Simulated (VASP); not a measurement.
Level of theory: r2SCAN meta-GGA, VASP's PBE PAW potentials (set 64) (plane waves; VASP).

VASP ran on this input.

### INCAR
```
ISMEAR = 0   # Gaussian
EDIFF = 1E-6
ISYM = 0
NUPDOWN = 1
LASPH = .TRUE.   # aspherical one-centre terms
METAGGA = R2SCAN
LREAL = .FALSE.   # projection in real space or not
LMAXMIX = 4
LWAVE = .FALSE.
NELM = 200   # most electronic steps
SYSTEM = Rb atom
ISPIN = 2
LORBIT = 10
ALGO = All
MAGMOM = 1
LMIXTAU = .TRUE.
LCHARG = .FALSE.
ENCUT = 520
PREC = Normal
SIGMA = 0.01   # width (eV)
```

**KPOINTS**
```
Automatic
0
Gamma
 1 1 1
0 0 0
```

File POSCAR:
```
Rb atom
1
   12.0000000000     0.0000000000     0.0000000000
    0.0000000000    12.5000000000     0.0000000000
    0.0000000000     0.0000000000    13.0000000000
Rb
1
Direct
  0.0000000000   0.0000000000   0.0000000000
```

POTCAR, in this order: Rb_sv (PBE.64 set). Program: vasp_gam. Read from the step before: WAVECAR.

The run wrote:

**OSZICAR**
```
       N       E                     dE             d eps       ncg     rms           ort
SDA:   1    -0.131590470621E+02   -0.13159E+02    0.00000E+00     9   0.581E-01   0.000E+00
CGA:   2    -0.131759949591E+02   -0.16948E-01   -0.16903E-01     9   0.214E-01   0.113E-02
CGA:   3    -0.131807758234E+02   -0.47809E-02   -0.47778E-02     9   0.608E-02   0.100E-03
CGA:   4    -0.131819846774E+02   -0.12089E-02   -0.12087E-02     9   0.184E-02  -0.664E-06
CGA:   5    -0.131825907424E+02   -0.60606E-03   -0.60448E-03     9   0.112E-02   0.794E-05
CGA:   6    -0.131829201828E+02   -0.32944E-03   -0.32848E-03     9   0.563E-03   0.893E-05
CGA:   7    -0.131830788249E+02   -0.15864E-03   -0.15865E-03     9   0.250E-03   0.326E-05
CGA:   8    -0.131831390936E+02   -0.60269E-04   -0.60225E-04     9   0.101E-03   0.663E-05
CGA:   9    -0.131831704032E+02   -0.31310E-04   -0.31091E-04     9   0.515E-04   0.331E-05
CGA:  10    -0.131831896152E+02   -0.19212E-04   -0.19762E-04     9   0.332E-04  -0.315E-05
CGA:  11    -0.131831986775E+02   -0.90624E-05   -0.91416E-05     9   0.189E-04  -0.146E-05
CGA:  12    -0.131832035916E+02   -0.49140E-05   -0.49223E-05     9   0.145E-04  -0.328E-06
SDA:  13    -0.131832079478E+02   -0.43563E-05   -0.46982E-05     9   0.172E-04  -0.439E-05
CGA:  14    -0.131832139147E+02   -0.59668E-05   -0.61732E-05     9   0.115E-04  -0.179E-05
SDA:  15    -0.131832173288E+02   -0.34141E-05   -0.73687E-05     9   0.271E-04  -0.855E-05
CGA:  16    -0.131832232384E+02   -0.59097E-05   -0.59609E-05     9   0.840E-05   0.507E-06
CGA:  17    -0.131832261450E+02   -0.29066E-05   -0.29319E-05     9   0.666E-05  -0.263E-06
SDA:  18    -0.131832285826E+02   -0.24376E-05   -0.35984E-05     9   0.182E-04  -0.455E-05
CGA:  19    -0.131832319441E+02   -0.33615E-05   -0.34480E-05     9   0.612E-05  -0.415E-07
SDA:  20    -0.131832343362E+02   -0.23921E-05   -0.28465E-05     9   0.122E-04  -0.244E-05
CGA:  21    -0.131832362211E+02   -0.18849E-05   -0.19909E-05     9   0.554E-05  -0.937E-06
SDA:  22    -0.131832380822E+02   -0.18611E-05   -0.23838E-05     9   0.148E-04  -0.317E-05
CGA:  23    -0.131832398416E+02   -0.17595E-05   -0.20714E-05     9   0.472E-05  -0.577E-06
CGA:  24    -0.131832411484E+02   -0.13067E-05   -0.12550E-05     9   0.556E-05  -0.904E-06
SDA:  25    -0.131832423976E+02   -0.12492E-05   -0.20801E-05     9   0.186E-04  -0.503E-05
CGA:  26    -0.131832445603E+02   -0.21628E-05   -0.25367E-05     9   0.394E-05  -0.114E-05
CGA:  27    -0.131832454196E+02   -0.85930E-06   -0.80294E-06     9   0.272E-05  -0.392E-06
SDA:  28    -0.131832463434E+02   -0.92380E-06   -0.11142E-05     9   0.993E-05  -0.116E-05
CGA:  29    -0.131832473778E+02   -0.10344E-05   -0.10160E-05     9   0.246E-05   0.808E-06
SDA:  30    -0.131832484018E+02   -0.10240E-05   -0.18540E-05     9   0.231E-04  -0.235E-05
CGA:  31    -0.131832511989E+02   -0.27972E-05   -0.29631E-05     9   0.106E-04  -0.174E-05
CGA:  32    -0.131832533059E+02   -0.21070E-05   -0.18073E-05     9   0.108E-04  -0.181E-05
CGA:  33    -0.131832551705E+02   -0.18646E-05   -0.12919E-05     9   0.104E-04  -0.614E-06
CGA:  34    -0.131832563522E+02   -0.11817E-05   -0.88860E-06     9   0.108E-04   0.412E-06
CGA:  35    -0.131832577011E+02   -0.13488E-05   -0.11380E-05     9   0.121E-04  -0.413E-06
CGA:  36    -0.131832588289E+02   -0.11278E-05   -0.86129E-06     9   0.109E-04  -0.702E-06
SDA:  37    -0.131832597629E+02   -0.93408E-06   -0.93078E-06     9   0.126E-04  -0.299E-05
CGA:  38    -0.131832609945E+02   -0.12316E-05   -0.12776E-05     9   0.665E-05   0.410E-06
SDA:  39    -0.131832620658E+02   -0.10713E-05   -0.95514E-06     9   0.612E-05  -0.177E-05
CGA:  40    -0.131832624797E+02   -0.41387E-06   -0.40718E-06     9   0.274E-05   0.316E-06
   1 F= -.13183262E+02 E0= -.13183262E+02  d E =-.247029E-12  mag=     1.0000
```

### OUTCAR
```
------------------------ aborting loop because EDIFF is reached ----------------------------------------
  FORCE on cell =-STRESS in cart. coord.  units (eV):
  Direction    XX          YY          ZZ          XY          YZ          ZX
  --------------------------------------------------------------------------------------
  Total       -0.0762200     -0.0527764     -0.0372063     -0.0000001     -0.0000128     -0.0000018
  in kB       -0.0626246     -0.0433626     -0.0305697     -0.0000000     -0.0000105     -0.0000015
  external PRESSURE =      -0.0455190 kB  Pullay stress =       0.0000000 kB
  volume of cell :     1950.00
      direct lattice vectors                 reciprocal lattice vectors
    12.000000000  0.000000000  0.000000000     0.083333333  0.000000000  0.000000000
     0.000000000 12.500000000  0.000000000     0.000000000  0.080000000  0.000000000
     0.000000000  0.000000000 13.000000000     0.000000000  0.000000000  0.076923077
 POSITION                                       TOTAL-FORCE (eV/Angst)
 -----------------------------------------------------------------------------------
      0.00000      0.00000      0.00000         0.000007      0.000002      0.000001
 -----------------------------------------------------------------------------------
    total drift:                                0.000007      0.000002      0.000001
  FREE ENERGIE OF THE ION-ELECTRON SYSTEM (eV)
  ---------------------------------------------------
  free  energy   TOTEN  =       -13.1832624797 eV

  energy  without entropy=      -13.1832624797  energy(sigma->0) =      -13.18326248

 total charge

# of ion       s       p       d       tot
------------------------------------------
    1        1.970   5.371   0.000   7.341

 magnetization (x)

# of ion       s       p       d       tot
------------------------------------------
    1        0.040   0.000   0.000   0.040
```
(Selected blocks of OUTCAR.)

The atom may not be in its lowest state.

The cell is a free atom in a box.
